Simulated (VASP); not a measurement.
**CsPbCl3: what each functional gives for the gap**

Aim: the gap of CsPbCl3 on one structure at many levels of theory. The starting structure is a measured crystal structure from the Crystallography Open Database. Cell and atoms stay as given. Meshes and data sets differ where the inputs say so.

Calculated with VASP 6.6.1; Kohn-Sham DFT with plane waves and PAW; LDA, PBE, r2SCAN, TB-mBJ, LDA + spin-orbit coupling, r2SCAN + spin-orbit coupling, TB-mBJ + spin-orbit coupling and HSE06.

**1. The structure**

Symmetry: Pm-3m, No. 221, cubic system. The conventional cell has a = 5.605 Å, b = 5.605 Å, c = 5.605 Å, α = 90.00°, β = 90.00°, γ = 90.00°. Pb has 6 Cl at 2.80 Å nearest. Cs has 12 Cl at 3.96 Å nearest. Nearest to Cl lie 2 Pb at 2.80 Å and 4 Cs at 3.96 Å. Farther neighbours and most contacts between anions are not listed.

Coordinates:

```xyz
5
Lattice="5.6050 0.0000 0.0000 0.0000 5.6050 0.0000 0.0000 0.0000 5.6050" Properties=species:S:1:pos:R:3 pbc="T T T"
Pb    2.8025    2.8025    2.8025
Cs    0.0000    0.0000    0.0000
Cl    2.8025    2.8025    0.0000
Cl    2.8025    0.0000    2.8025
Cl    0.0000    2.8025    2.8025
```

**2. Bands with LDA**

LDA, the lowest rung, knows the local density alone.

The input, INCAR:

```
SYSTEM = CsPbCl3
PREC = Accurate
ENCUT = 350
EDIFF = 1E-06
NELM = 100
ISMEAR = 0
SIGMA = 0.03
LREAL = .FALSE.
ALGO = Normal
GGA = CA
NBANDS = 37
LORBIT = 11
LWAVE = .FALSE.
LCHARG = .FALSE.
KPAR = 8
LASPH = .TRUE.
```

The input, POSCAR:

```
CsPbCl3
1.0
    5.6050000000      0.0000000000      0.0000000000
    0.0000000000      5.6050000000      0.0000000000
    0.0000000000      0.0000000000      5.6050000000
Pb Cs Cl
1 1 3
Direct
    0.5000000000      0.5000000000      0.5000000000
    0.0000000000      0.0000000000      0.0000000000
    0.5000000000      0.5000000000      0.0000000000
    0.5000000000      0.0000000000      0.5000000000
    0.0000000000      0.5000000000      0.5000000000
```

The input, KPOINTS:

```
Automatic mesh
0
Gamma
4 4 4
0 0 0
```

The input, KPOINTS_OPT:

```
Line mode
8
Line-mode
Reciprocal
  0.00000000   0.00000000   0.00000000 GAMMA
  0.00000000   0.50000000   0.00000000 X

  0.00000000   0.50000000   0.00000000 X
  0.50000000   0.50000000   0.00000000 M

  0.50000000   0.50000000   0.00000000 M
  0.00000000   0.00000000   0.00000000 GAMMA

  0.00000000   0.00000000   0.00000000 GAMMA
  0.50000000   0.50000000   0.50000000 R

  0.50000000   0.50000000   0.50000000 R
  0.00000000   0.50000000   0.00000000 X

  0.50000000   0.50000000   0.00000000 M
  0.50000000   0.50000000   0.50000000 R
```

Potentials, in the order of the species: Pb_d, Cs_sv and Cl (LDA family, release 64).

The run is started by

```sh
mpirun -np 8 vasp_std
```

The log of the run:

```text
[banner, memory and clock lines left out]
running    8 mpi-ranks, on    1 nodes
 distrk:  each k-point on    1 cores,    8 groups
 distr:  one band on    1 cores,    1 groups

 POSCAR found type information on POSCAR PbCsCl
 POSCAR found :  3 types and       5 ions
|                                                                             |
|           W    W    AA    RRRRR   N    N  II  N    N   GGGG   !!!           |
|           W    W   A  A   R    R  NN   N  II  NN   N  G    G  !!!           |
|           W    W  A    A  R    R  N N  N  II  N N  N  G       !!!           |
|           W WW W  AAAAAA  RRRRR   N  N N  II  N  N N  G  GGG   !            |
|           WW  WW  A    A  R   R   N   NN  II  N   NN  G    G                |
|           W    W  A    A  R    R  N    N  II  N    N   GGGG   !!!           |
|                                                                             |
|     For optimal performance we recommend to set                             |
|       NCORE = 2 up to number-of-cores-per-socket                            |
|     NCORE specifies how many cores store one orbital (NPAR=cpu/NCORE).      |
|     This setting can greatly improve the performance of VASP for DFT.       |
|     The default, NCORE=1 might be grossly inefficient on modern             |
|     multi-core architectures or massively parallel machines. Do your        |
|     Unfortunately you need to use the default for GW and RPA                |
|     calculations (for HF NCORE is supported but not extensively tested      |
|     yet).                                                                   |
|                                                                             |

 LDA part: xc-table for (Slater(with rela. corr.)+CA(PZ))
 , standard interpolation
 POSCAR, INCAR and KPOINTS ok, starting setup
 FFT: planning ... GRIDC
 FFT: planning ... GRID_SOFT
 FFT: planning ... GRID
 WAVECAR not read
 entering main loop
       N       E                     dE             d eps       ncg     rms          rms(c)
DAV:   1     0.340041097733E+03    0.34004E+03   -0.15223E+04   740   0.816E+02
DAV:   2     0.203631217711E+02   -0.31968E+03   -0.29899E+03   833   0.236E+02
DAV:   3    -0.187358162862E+02   -0.39099E+02   -0.38583E+02   963   0.943E+01
DAV:   4    -0.201382582711E+02   -0.14024E+01   -0.13982E+01   862   0.216E+01
DAV:   5    -0.201976170341E+02   -0.59359E-01   -0.59348E-01   970   0.412E+00    0.520E+00
DAV:   6    -0.194415253923E+02    0.75609E+00   -0.10004E+00  1007   0.948E+00    0.325E+00
DAV:   7    -0.193846154747E+02    0.56910E-01   -0.38768E-01  1062   0.302E+00    0.171E+00
DAV:   8    -0.193799038501E+02    0.47116E-02   -0.63129E-02   986   0.153E+00    0.283E-01
DAV:   9    -0.193764988869E+02    0.34050E-02   -0.11012E-02  1116   0.760E-01    0.102E-01
DAV:  10    -0.193765931166E+02   -0.94230E-04   -0.11331E-03   874   0.176E-01    0.430E-02
DAV:  11    -0.193765873120E+02    0.58047E-05   -0.71230E-05  1004   0.486E-02    0.770E-03
DAV:  12    -0.193765854386E+02    0.18734E-05   -0.12224E-05   994   0.335E-02    0.282E-03
DAV:  13    -0.193765853631E+02    0.75517E-07   -0.12017E-06   724   0.497E-03
   1 F= -.19376585E+02 E0= -.19376585E+02  d E =-.631279E-22
 Start KPOINTS_OPT (optional k-point list driver)
k-point batch [1-10\48]
       N       E                     dE             ncg
DAV:   1    -0.242452109528E+00   -0.35881E+04      740
DAV:   2    -0.309598970136E+04   -0.30957E+04      857
DAV:   3    -0.345287496874E+04   -0.35689E+03      952
DAV:   4    -0.346518906998E+04   -0.12314E+02      851
DAV:   5    -0.346570033349E+04   -0.51126E+00      966
DAV:   6    -0.346572372301E+04   -0.23390E-01      987
DAV:   7    -0.346572420223E+04   -0.47922E-03     1052
DAV:   8    -0.346572421613E+04   -0.13894E-04      822
DAV:   9    -0.346572421626E+04   -0.13176E-06      526
[...]
k-point batch [41-48\48]
       N       E                     dE             ncg
DAV:   1     0.127143948163E+04   -0.74683E+04      592
DAV:   2    -0.118965548208E+04   -0.24611E+04      678
DAV:   3    -0.150183970645E+04   -0.31218E+03      760
DAV:   4    -0.151177445236E+04   -0.99347E+01      688
DAV:   5    -0.151214834297E+04   -0.37389E+00      781
DAV:   6    -0.151216374693E+04   -0.15404E-01      824
DAV:   7    -0.151216383533E+04   -0.88397E-04      768
DAV:   8    -0.151216383749E+04   -0.21623E-05      664
DAV:   9    -0.151216383760E+04   -0.10334E-06      416
```

The job ended after 22 s (8 MPI ranks of Intel Xeon Platinum 8488C (Sapphire Rapids), shared host; peak memory 1.7 GiB).

Lines that name or quote the potential files are left out of all logs, and their timing lines are given in words.

Parts of OUTCAR (step 2):

```text
ion  position               nearest neighbor table
   1  0.500  0.500  0.500-   3 2.80   4 2.80   5 2.80   3 2.80   4 2.80   5 2.80
   2  0.000  0.000  0.000-
   3  0.500  0.500  0.000-   1 2.80   1 2.80
   4  0.500  0.000  0.500-   1 2.80   1 2.80
   5  0.000  0.500  0.500-   1 2.80   1 2.80

  LATTYP: Found a simple cubic cell.
 ALAT       =     5.6050000000

 Subroutine GETGRP returns: Found 48 space group operations
 (whereof 48 operations were pure point group operations)

The static configuration has the point symmetry O_h .

 Found     10 irreducible k-points:

   k-points           NKPTS =     10   k-points in BZ     NKDIM =     10   number of bands    NBANDS=     37

   dimension x,y,z NGX =    36 NGY =   36 NGZ =   36
   dimension x,y,z NGXF=    72 NGYF=   72 NGZF=   72

   ENCUT  =  350.0 eV  25.72 Ry    5.07 a.u.   8.55  8.55  8.55*2*pi/ulx,y,z

   NELECT =      44.0000    total number of electrons

 k-points in reciprocal lattice and weights: Automatic mesh
   0.00000000  0.00000000  0.00000000       0.016
   0.25000000  0.00000000  0.00000000       0.094
   0.50000000  0.00000000  0.00000000       0.047
   0.25000000  0.25000000  0.00000000       0.188
   0.50000000  0.25000000  0.00000000       0.188
   0.50000000  0.50000000  0.00000000       0.047
   0.25000000  0.25000000  0.25000000       0.125
   0.50000000  0.25000000  0.25000000       0.188
   0.50000000  0.50000000  0.25000000       0.094
   0.50000000  0.50000000  0.50000000       0.016

 average (electrostatic) potential at core
       1 -95.4675       2 -48.2634       3 -97.4820       4 -97.4820       5 -97.4820

 E-fermi :   1.7724

 k-point     1 :       0.0000    0.0000    0.0000
  band No.  band energies     occupation
    ...
     18      -1.0462      2.00000
     19      -1.0462      2.00000
     20      -0.9338      2.00000
     21      -0.9338      2.00000
     22      -0.9338      2.00000
     23       4.5354      0.00000
     24       5.5818      0.00000
     25       5.5818      0.00000
     26       6.5493      0.00000
     27       6.5493      0.00000
    ...

 k-point     2 :       0.2500    0.0000    0.0000
  band No.  band energies     occupation
    ...
     18      -1.0997      2.00000
     19      -1.0997      2.00000
     20      -0.9925      2.00000
     21      -0.9925      2.00000
     22      -0.8517      2.00000
     23       5.0765      0.00000
     24       5.9498      0.00000
     25       6.0059      0.00000
     26       6.2162      0.00000
     27       6.7022      0.00000
    ...

 k-point     3 :       0.5000    0.0000    0.0000
  band No.  band energies     occupation
    ...
     18      -1.1512      2.00000
     19      -1.1512      2.00000
     20      -1.0531      2.00000
     21      -1.0531      2.00000
     22      -0.1096      2.00000
     23       4.4208      0.00000
     24       5.9528      0.00000
     25       6.5347      0.00000
     26       6.7250      0.00000
     27       6.7250      0.00000
    ...

  Total       -1.2883096     -1.2883096     -1.2883096      0.0000000      0.0000000      0.0000000
  in kB      -11.7220614    -11.7220614    -11.7220614      0.0000000      0.0000000      0.0000000
  external PRESSURE =     -11.7220614 kB  Pullay stress =       0.0000000 kB

  energy-cutoff  :      350.00
  volume of cell :      176.09
      direct lattice vectors                 reciprocal lattice vectors
     5.605000000  0.000000000  0.000000000     0.178412132  0.000000000  0.000000000
     0.000000000  5.605000000  0.000000000     0.000000000  0.178412132  0.000000000
     0.000000000  0.000000000  5.605000000     0.000000000  0.000000000  0.178412132

 POSITION                                       TOTAL-FORCE (eV/Angst)
 -----------------------------------------------------------------------------------
      2.80250      2.80250      2.80250         0.000000      0.000000      0.000000
      0.00000      0.00000      0.00000         0.000000      0.000000      0.000000
      2.80250      2.80250      0.00000         0.000000      0.000000      0.000000
      2.80250      0.00000      2.80250         0.000000      0.000000      0.000000
      0.00000      2.80250      2.80250         0.000000      0.000000      0.000000
 -----------------------------------------------------------------------------------
    total drift:                                0.000000      0.000000      0.000000

  FREE ENERGIE OF THE ION-ELECTRON SYSTEM (eV)
  ---------------------------------------------------
  free  energy   TOTEN  =       -19.3765853631 eV

  energy  without entropy=      -19.3765853631  energy(sigma->0) =      -19.37658536

 total charge
# of ion       s       p       d       tot
------------------------------------------
    1        1.514   0.458   9.855  11.827
    2        1.835   4.686   0.013   6.534
    3        1.596   3.492   0.000   5.088
    4        1.596   3.492   0.000   5.088
    5        1.596   3.492   0.000   5.088
--------------------------------------------------
tot          8.138  15.619   9.868  33.626

[... 3 further parts left out ...]
```

Spin-orbit coupling is off here; with elements this heavy it can split and shift levels by tenths of an eV, and by up to about 1 eV where a band edge is a 6p state.

LDA gives a direct gap of 1.706 eV.

**3. Bands with PBE**

PBE, the usual starting point, adds the gradient of the density.

INCAR, as its differences from that of step 2:

```diff
@@ -9,3 +9,3 @@
 ALGO = Normal
-GGA = CA
+GGA = PE
 NBANDS = 37
```

POSCAR is that of step 2.

KPOINTS is that of step 2.

KPOINTS_OPT is that of step 2.

PAW data sets: Pb_d, Cs_sv and Cl (PBE family, release 64).

The run is started by

```sh
mpirun -np 8 vasp_std
```

The log of the run:

```text
[banner, memory and clock lines left out]
running    8 mpi-ranks, on    1 nodes
[...]
[... a notice as in an earlier step ...]

 LDA part: xc-table for (Slater+PW92), standard interpolation
 POSCAR, INCAR and KPOINTS ok, starting setup
[...]
entering main loop
       N       E                     dE             d eps       ncg     rms          rms(c)
DAV:   1     0.346905835067E+03    0.34691E+03   -0.15218E+04   740   0.814E+02
DAV:   2     0.231376689481E+02   -0.32377E+03   -0.30294E+03   841   0.237E+02
DAV:   3    -0.168199430756E+02   -0.39958E+02   -0.39455E+02   947   0.958E+01
DAV:   4    -0.182683271217E+02   -0.14484E+01   -0.14442E+01   875   0.220E+01
[...]
DAV:  11    -0.174768325831E+02   -0.60922E-04   -0.14655E-04   956   0.821E-02    0.133E-02
DAV:  12    -0.174768321625E+02    0.42061E-06   -0.29783E-05   987   0.542E-02    0.398E-03
DAV:  13    -0.174768323501E+02   -0.18760E-06   -0.38049E-06   974   0.140E-02
   1 F= -.17476832E+02 E0= -.17476832E+02  d E =-.245302E-17
 Start KPOINTS_OPT (optional k-point list driver)
k-point batch [1-10\48]
       N       E                     dE             ncg
DAV:   1     0.137293203449E+03   -0.34506E+04      740
DAV:   2    -0.300022793798E+04   -0.31375E+04      860
DAV:   3    -0.336604510886E+04   -0.36582E+03      944
DAV:   4    -0.337881907004E+04   -0.12774E+02      859
DAV:   5    -0.337934717337E+04   -0.52810E+00      966
DAV:   6    -0.337937334811E+04   -0.26175E-01      995
DAV:   7    -0.337937417277E+04   -0.82466E-03     1052
DAV:   8    -0.337937418445E+04   -0.11673E-04      851
DAV:   9    -0.337937418457E+04   -0.12812E-06      603
[...]
k-point batch [41-48\48]
       N       E                     dE             ncg
DAV:   1     0.135586910674E+04   -0.73838E+04      600
DAV:   2    -0.112166240145E+04   -0.24775E+04      689
DAV:   3    -0.143362284282E+04   -0.31196E+03      752
DAV:   4    -0.144396816755E+04   -0.10345E+02      686
DAV:   5    -0.144436309568E+04   -0.39493E+00      801
DAV:   6    -0.144438332527E+04   -0.20230E-01      825
DAV:   7    -0.144438374002E+04   -0.41474E-03      804
DAV:   8    -0.144438374343E+04   -0.34161E-05      676
DAV:   9    -0.144438374356E+04   -0.12446E-06      476
```

Elapsed: 24 s, on 8 MPI ranks; peak memory 2 GiB.

Parts of OUTCAR (step 3):

```text
  Total        1.9015598      1.9015598      1.9015598      0.0000000      0.0000000      0.0000000
  in kB       17.3018970     17.3018970     17.3018970      0.0000000      0.0000000      0.0000000
  external PRESSURE =      17.3018970 kB  Pullay stress =       0.0000000 kB

  FREE ENERGIE OF THE ION-ELECTRON SYSTEM (eV)
  ---------------------------------------------------
  free  energy   TOTEN  =       -17.4768323501 eV

  energy  without entropy=      -17.4768323501  energy(sigma->0) =      -17.47683235

[... 3 parts as in an earlier step ...]

[... 1 further part left out ...]
[key lines of the parts left out:]
E-fermi :   1.9799
```

PBE gives a direct gap of 1.935 eV. The least gap is +0.229 eV from that of LDA.

**4. Bands with r2SCAN**

r2SCAN adds the kinetic-energy density, costs more than a GGA and is run with LASPH.

INCAR, as its differences from that of step 3:

```diff
@@ -9,3 +9,4 @@
 ALGO = Normal
-GGA = PE
+METAGGA = R2SCAN
+LASPH = .TRUE.
 NBANDS = 37
@@ -15,2 +16 @@
 KPAR = 8
-LASPH = .TRUE.
```

POSCAR is that of step 3.

KPOINTS is that of step 3.

KPOINTS_OPT is that of step 3.

The run is started by

```sh
mpirun -np 8 vasp_std
```

The log of the run:

```text
[banner, memory and clock lines left out]
running    8 mpi-ranks, on    1 nodes
[...]
[... a notice as in an earlier step ...]

|                                                                             |
|               ----> ADVICE to this user running VASP <----                  |
|                                                                             |
|     You enforced a specific xc type in the INCAR file but a different       |
|     [... a line on the potential file left out ...]
|     I HOPE YOU KNOW WHAT YOU ARE DOING!                                     |
|                                                                             |

 LDA part: xc-table for (None), standard interpolation
 POSCAR, INCAR and KPOINTS ok, starting setup
[...]
entering main loop
       N       E                     dE             d eps       ncg     rms          rms(c)
DAV:   1     0.252330727035E+03    0.25233E+03   -0.15481E+04   740   0.830E+02
DAV:   2    -0.774308569468E+02   -0.32976E+03   -0.30808E+03   846   0.242E+02
[...]
1 F= -.10813476E+03 E0= -.10813476E+03  d E =-.237532E-24
 Start KPOINTS_OPT (optional k-point list driver)
k-point batch [1-10\48]
       N       E                     dE             ncg
DAV:   1     0.984920897631E+01   -0.35780E+04      740
DAV:   2    -0.325193532254E+04   -0.32618E+04      852
DAV:   3    -0.362689719909E+04   -0.37496E+03      944
DAV:   4    -0.363958777656E+04   -0.12691E+02      864
DAV:   5    -0.364011021244E+04   -0.52244E+00      974
DAV:   6    -0.364013485222E+04   -0.24640E-01      992
DAV:   7    -0.364013559182E+04   -0.73961E-03     1065
DAV:   8    -0.364013561229E+04   -0.20461E-04      824
DAV:   9    -0.364013561247E+04   -0.18515E-06      622
[...]
k-point batch [41-48\48]
       N       E                     dE             ncg
DAV:   1     0.125660225626E+04   -0.74831E+04      600
DAV:   2    -0.132468558057E+04   -0.25813E+04      697
DAV:   3    -0.164248226702E+04   -0.31780E+03      752
DAV:   4    -0.165250784737E+04   -0.10026E+02      704
DAV:   5    -0.165287526960E+04   -0.36742E+00      778
DAV:   6    -0.165289156405E+04   -0.16294E-01      856
DAV:   7    -0.165289164664E+04   -0.82587E-04      739
DAV:   8    -0.165289164851E+04   -0.18749E-05      712
DAV:   9    -0.165289164860E+04   -0.89114E-07      453
```

Run time: 53 s. Hardware: 8 MPI ranks; peak memory 2.1 GiB.

From OUTCAR (step 4):

```text
  Total        1.0408505      1.0408505      1.0408505     -0.0000000     -0.0000000     -0.0000000
  in kB        9.4704820      9.4704820      9.4704820     -0.0000000     -0.0000000     -0.0000000
  external PRESSURE =       9.4704820 kB  Pullay stress =       0.0000000 kB

  FREE ENERGIE OF THE ION-ELECTRON SYSTEM (eV)
  ---------------------------------------------------
  free  energy   TOTEN  =      -108.1347589689 eV

  energy  without entropy=     -108.1347589689  energy(sigma->0) =     -108.13475897

[... 3 parts as in an earlier step ...]

[... 1 further part left out ...]
[key lines of the parts left out:]
E-fermi :   1.8094
```

r2SCAN gives a direct gap of 2.304 eV. The least gap is +0.598 eV from that of LDA.

(Part 1 of 3 ends here.)

[Lines on the potential files, build, host, timing and source positions are cut from VASP's logs without a mark.]

[Logs are printed without paths, hosts, clocks, repeated set-up lines and the standing remarks that a program may print on its own settings, such as how far it seeks lower states.]

[Hosts, paths, dates, database ids (printed as entryN), source tags and the programs' standing remarks are cut or masked in the printed files.]
